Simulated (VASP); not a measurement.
Level of theory: PBE GGA, VASP's PBE PAW potentials (set 64) (plane waves; VASP).

VASP ran on this input.

File POSCAR:
```
C
1
    0.0000000000     1.7804680000     1.7804680000
    1.7804680000     0.0000000000     1.7804680000
    1.7804680000     1.7804680000     0.0000000000
C
2
Direct
  0.0000000000   0.0000000000   0.0000000000
  0.2500000000   0.2500000000   0.2500000000
```

**INCAR**
```
SYSTEM  =  C
PREC  =  Accurate; ENCUT  =  400; LREAL  =  F
LASPH  =  T
EDIFF  =  1E-6; NELM  =  100; ALGO  =  Normal
ISMEAR  =  -1; SIGMA  =  0.02
GGA  =  PE
ISIF  =  2
LWAVE  =  F; LCHARG  =  F
```

### KPOINTS
```
Regular mesh
0
G
11 11 11
```

POTCAR, in this order: C (PBE.64 set). Program: vasp_std.

The run wrote:

File OUTCAR:
```
 ion  position               nearest neighbor table
   1  0.000  0.000  0.000-   2 1.54   2 1.54   2 1.54   2 1.54
   2  0.250  0.250  0.250-   1 1.54   1 1.54   1 1.54   1 1.54
  LATTYP: Found a face centered cubic cell.
 ALAT       =     3.5609360000
 Subroutine PRICEL returns:
 Original cell was already a primitive cell.
 Subroutine GETGRP returns: Found 48 space group operations
The static configuration has the point symmetry T_d .
 The point group associated with its full space group is O_h .
The dynamic configuration has the point symmetry T_d .
 Subroutine INISYM returns: Found 48 space group operations
 Subroutine IBZKPT returns following result:
 Found     56 irreducible k-points:

 Following reciprocal coordinates:
            Coordinates               Weight
  0.000000  0.000000  0.000000      1.000000
  0.090909  0.000000  0.000000      8.000000
  0.181818  0.000000  0.000000      8.000000
  0.272727  0.000000  0.000000      8.000000
  0.363636  0.000000  0.000000      8.000000
  0.454545  0.000000  0.000000      8.000000
  0.090909  0.090909  0.000000      6.000000
  0.181818  0.090909  0.000000     24.000000
  0.272727  0.090909  0.000000     24.000000
  0.363636  0.090909  0.000000     24.000000
  0.454545  0.090909  0.000000     24.000000
 -0.454545  0.090909  0.000000     24.000000
 -0.363636  0.090909  0.000000     24.000000
 -0.272727  0.090909  0.000000     24.000000
 -0.181818  0.090909  0.000000     24.000000
 -0.090909  0.090909  0.000000     12.000000
  0.181818  0.181818  0.000000      6.000000
  0.272727  0.181818  0.000000     24.000000
  0.363636  0.181818  0.000000     24.000000
  0.454545  0.181818  0.000000     24.000000
 -0.454545  0.181818  0.000000     24.000000
 -0.363636  0.181818  0.000000     24.000000
 -0.272727  0.181818  0.000000     24.000000
 -0.181818  0.181818  0.000000     12.000000
  0.272727  0.272727  0.000000      6.000000
  0.363636  0.272727  0.000000     24.000000
  0.454545  0.272727  0.000000     24.000000
 -0.454545  0.272727  0.000000     24.000000
 -0.363636  0.272727  0.000000     24.000000
 -0.272727  0.272727  0.000000     12.000000
  0.363636  0.363636  0.000000      6.000000
  0.454545  0.363636  0.000000     24.000000
 -0.454545  0.363636  0.000000     24.000000
 -0.363636  0.363636  0.000000     12.000000
  0.454545  0.454545  0.000000      6.000000
 -0.454545  0.454545  0.000000     12.000000
  0.272727  0.181818  0.090909     24.000000
  0.363636  0.181818  0.090909     48.000000
  0.454545  0.181818  0.090909     48.000000
 -0.454545  0.181818  0.090909     48.000000
   k-points           NKPTS =     56   k-points in BZ     NKDIM =     56   number of bands    NBANDS=      8
   number of dos      NEDOS =    301   number of ions     NIONS =      2
   total plane-waves  NPLWV =   4096
   dimension x,y,z NGX =    16 NGY =   16 NGZ =   16
   dimension x,y,z NGXF=    32 NGYF=   32 NGZF=   32
   ions per type =               2
   PREC   = accura    normal or accurate (medium, high low for compatibility)
   ISTART =      0    job   : 0-new  1-cont  2-samecut
   ICHARG =      2    charge: 1-file 2-atom 10-const
   ISPIN  =      1    spin polarized calculation?
   LNONCOLLINEAR =      F non collinear calculations
   LSORBIT =      F    spin-orbit coupling
   INIWAV =      1    electr: 0-lowe 1-rand  2-diag
   ENCUT  =  400.0 eV  29.40 Ry    5.42 a.u.   4.11  4.11  4.11*2*pi/ulx,y,z
   NELM   =    100;   NELMIN=  2; NELMDL= -5     # of ELM steps
   EDIFF  = 0.1E-05   stopping-criterion for ELM
   LREAL  =      F    real-space projection
   NLSPLINE    = F    spline interpolate recip. space projectors
...
```

File OSZICAR:
```
       N       E                     dE             d eps       ncg     rms          rms(c)
DAV:   1    -0.526818133340E+01   -0.52682E+01   -0.43465E+03   952   0.804E+02
DAV:   2    -0.187641765418E+02   -0.13496E+02   -0.12184E+02  1472   0.905E+01
DAV:   3    -0.188301243434E+02   -0.65948E-01   -0.65948E-01   904   0.833E+00
DAV:   4    -0.188302049030E+02   -0.80560E-04   -0.80560E-04  1320   0.292E-01
DAV:   5    -0.188302049305E+02   -0.27517E-07   -0.27516E-07   912   0.320E-03    0.564E+00
DAV:   6    -0.183528901487E+02    0.47731E+00   -0.35878E-01   928   0.476E+00    0.341E+00
DAV:   7    -0.181905964247E+02    0.16229E+00   -0.40210E-01  1056   0.514E+00    0.785E-01
DAV:   8    -0.181918924285E+02   -0.12960E-02   -0.17728E-03   936   0.471E-01    0.470E-02
DAV:   9    -0.181919109070E+02   -0.18479E-04   -0.12906E-04  1304   0.993E-02    0.280E-02
DAV:  10    -0.181919238531E+02   -0.12946E-04   -0.13475E-05   912   0.427E-02    0.645E-03
DAV:  11    -0.181919236830E+02    0.17007E-06   -0.36209E-08   648   0.212E-03
   1 F= -.18191924E+02 E0= -.18191924E+02  d E =-.746807E-11
```

**OUTCAR**
```
------------------------ aborting loop because EDIFF is reached ----------------------------------------
  FORCE on cell =-STRESS in cart. coord.  units (eV):
  Direction    XX          YY          ZZ          XY          YZ          ZX
  --------------------------------------------------------------------------------------
  Total        0.0228854      0.0228854      0.0228854     -0.0000000      0.0000000     -0.0000000
  in kB        3.2481575      3.2481575      3.2481575     -0.0000000      0.0000000     -0.0000000
  external PRESSURE =       3.2481575 kB  Pullay stress =       0.0000000 kB
  volume of cell :       11.29
      direct lattice vectors                 reciprocal lattice vectors
     0.000000000  1.780468000  1.780468000    -0.280825042  0.280825042  0.280825042
     1.780468000  0.000000000  1.780468000     0.280825042 -0.280825042  0.280825042
     1.780468000  1.780468000  0.000000000     0.280825042  0.280825042 -0.280825042
 POSITION                                       TOTAL-FORCE (eV/Angst)
 -----------------------------------------------------------------------------------
      0.00000      0.00000      0.00000         0.000000     -0.000000      0.000000
      0.89023      0.89023      0.89023        -0.000000      0.000000     -0.000000
 -----------------------------------------------------------------------------------
    total drift:                                0.000000      0.000000      0.000000
  FREE ENERGIE OF THE ION-ELECTRON SYSTEM (eV)
  ---------------------------------------------------
  free  energy   TOTEN  =       -18.1919236830 eV

  energy  without entropy=      -18.1919236830  energy(sigma->0) =      -18.19192368
```
(Selected blocks of OUTCAR.)

At this cut-off the stress carries a Pulay error, which pulls relaxed volumes low.

The structure is a typed C crystal (Fd-3m). The cell was not relaxed at this level.
